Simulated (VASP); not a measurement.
Calculation: PBE GGA, VASP's PBE PAW potentials (set 64) (plane waves; VASP).

Input for VASP

### KPOINTS
```
Regular mesh
0
G
10 10 10
0 0 0
```

### POSCAR
```
Al
1
    0.0000000000     2.0152240000     2.0152240000
    2.0152240000     0.0000000000     2.0152240000
    2.0152240000     2.0152240000     0.0000000000
Al
1
Direct
  0.0000000000   0.0000000000   0.0000000000
```

### INCAR
```
ALGO = Normal
EDIFF = 1E-6
ENCUT = 300
GGA = PE
ISIF = 2
ISMEAR = -1
LASPH = .True.
LCHARG = .False.
LREAL = .False.
LWAVE = .False.
NELM = 100
PREC = Accurate
SIGMA = 0.1
SYSTEM = Al
```

POTCAR, in this order: Al (PBE.64 set). Program: vasp_std.

The run wrote:

File OSZICAR:
```
       N       E                     dE             d eps       ncg     rms          rms(c)
DAV:   1    -0.277119131641E+01   -0.27712E+01   -0.62370E+02   555   0.189E+02
DAV:   2    -0.374831306727E+01   -0.97712E+00   -0.91918E+00   635   0.215E+01
DAV:   3    -0.375693100772E+01   -0.86179E-02   -0.86149E-02   605   0.198E+00
DAV:   4    -0.375695185725E+01   -0.20850E-04   -0.20850E-04   635   0.878E-02
DAV:   5    -0.375695190896E+01   -0.51707E-07   -0.50935E-07   610   0.440E-03    0.137E+00
DAV:   6    -0.374363646287E+01    0.13315E-01   -0.16196E-03   570   0.276E-01    0.792E-01
DAV:   7    -0.373390956159E+01    0.97269E-02   -0.49068E-03   555   0.450E-01    0.157E-01
DAV:   8    -0.373390522505E+01    0.43365E-05   -0.24399E-05   585   0.519E-02    0.136E-02
DAV:   9    -0.373390331947E+01    0.19056E-05   -0.11457E-06   540   0.703E-03    0.914E-04
DAV:  10    -0.373390299829E+01    0.32118E-06   -0.54695E-09   325   0.770E-04
   1 F= -.37339030E+01 E0= -.37237866E+01  d E =-.202328E-01
```

### OUTCAR
```
------------------------ aborting loop because EDIFF is reached ----------------------------------------
  FORCE on cell =-STRESS in cart. coord.  units (eV):
  Direction    XX          YY          ZZ          XY          YZ          ZX
  --------------------------------------------------------------------------------------
  Total        0.0541068      0.0541068      0.0541068      0.0000000      0.0000000      0.0000000
  in kB        5.2961794      5.2961794      5.2961794      0.0000000      0.0000000      0.0000000
  external PRESSURE =       5.2961794 kB  Pullay stress =       0.0000000 kB
  volume of cell :       16.37
      direct lattice vectors                 reciprocal lattice vectors
     0.000000000  2.015224000  2.015224000    -0.248111376  0.248111376  0.248111376
     2.015224000  0.000000000  2.015224000     0.248111376 -0.248111376  0.248111376
     2.015224000  2.015224000  0.000000000     0.248111376  0.248111376 -0.248111376
 POSITION                                       TOTAL-FORCE (eV/Angst)
 -----------------------------------------------------------------------------------
      0.00000      0.00000      0.00000        -0.000000     -0.000000     -0.000000
 -----------------------------------------------------------------------------------
    total drift:                               -0.000000      0.000000     -0.000000
  FREE ENERGIE OF THE ION-ELECTRON SYSTEM (eV)
  ---------------------------------------------------
  free  energy   TOTEN  =        -3.7339029983 eV

  energy  without entropy=       -3.7136701781  energy(sigma->0) =       -3.72378659
```
(Selected blocks of OUTCAR.)

The structure comes from a computed database's Al entry; how it stands against other phases isn't given here. The cell was not relaxed at this level.
